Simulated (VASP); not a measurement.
A run of VASP 6.6.1:

INCAR

```
SYSTEM = H3CCl
ALGO = Normal
EDIFF = 1E-6
ENCUT = 520
GGA = PE
ISIF = 2
ISMEAR = -1
IVDW = 12
LASPH = .TRUE.
LCHARG = .FALSE.
LREAL = Auto
LWAVE = .FALSE.
NBANDS = 82
NELM = 60
PREC = Accurate
SIGMA = 0.05
```

KPOINTS

```
k-points
0
G
  1 1 1
  0 0 0
```

File POSCAR:

```
H3CCl
1.0
    9.0287150000      0.0000000000      0.0000000000
    0.0000000000      9.0287150000      0.0000000000
    0.0000000000      0.0000000000      9.0287150000
C Cl H
8 8 24
Direct
    0.4765641349      0.0210058542      0.6382542786
    0.9182547378      1.0084994044      0.7694469452
    0.0820455575      0.5166978952      0.0890368606
    0.8222116178      0.2098170951      0.2089896061
    0.1514077653      0.4498404580      0.5254589760
    0.2427614526      0.1280854361      0.2961538335
    0.7476927380      0.7994091495      0.3182491753
    0.6183837633      0.4648768247      0.9085608118
    0.4825020708      0.0839631639      0.8263301205
    0.9009763541      0.8425595301      0.8772548619
    0.2600513365      0.5692556888      0.1615579362
    0.7827122309      0.3427895941      0.3529834003
    0.1534587662      0.5012650114      0.7162757709
    0.4290863023      0.1852967037      0.2627569046
    0.7857429738      0.7416209042      0.5040297162
    0.5432446535      0.6435092189      0.8689292084
    0.4397128089      0.1133452064      0.5679412171
    0.5876712200     -0.0137455965      0.6046972952
    0.4004489820     -0.0737067668      0.6321566711
    1.0144784506      0.9978139905      0.6960544668
    0.8174345833      1.0218300602      0.7031961099
    0.9319330355      1.1017720328      0.8461387928
    0.0963143668      0.4140469075      0.0259738567
    0.0034493647      0.5007076323      0.1811702660
    0.0449752443      0.6058242871      0.0153662465
    0.9249105599      0.1513704627      0.2388843924
    0.7293356973      0.1308580287      0.1984529818
    0.8369950414      0.2699625087      0.1047920260
    0.0447701571      0.4809451465      0.4765627558
    0.2420366013      0.5055972354      0.4681111227
    0.1668396293      0.3301643560      0.5194363530
    0.1710170900      0.2245502634      0.2782734045
    0.2146009694      0.0374956085      0.2209832817
    0.2349935591      0.0913716915      0.4119425092
    0.7070698798      0.9139769514      0.3212372663
    0.8506759074      0.7925632853      0.2543155969
    0.6632754476      0.7264446635      0.2712042815
    0.7386403344      0.4677508156      0.8905574124
    0.5923787114      0.4373280494      1.0238794349
    0.5671134034      0.3839605474      0.8344490525
```

Potentials or basis: VASP PAW PBE potentials, release 64 (C, Cl, H).

Command:

```console
$ cat potpaw_PBE.64/C/POTCAR potpaw_PBE.64/Cl/POTCAR potpaw_PBE.64/H/POTCAR > POTCAR
$ mpirun -np 1 vasp_gam > vasp.out
```

Hardware: 1 thread of Intel(R) Xeon(R) 6975P-C (Granite Rapids), with other jobs on the host.

Question: How long does it take, and how much memory?

Answer: Wall time 69 s on 1 thread of Intel(R) Xeon(R) 6975P-C (Granite Rapids), with other jobs on the host, peak memory 0.66 GiB. Counts: scf iterations 18, k points 1.
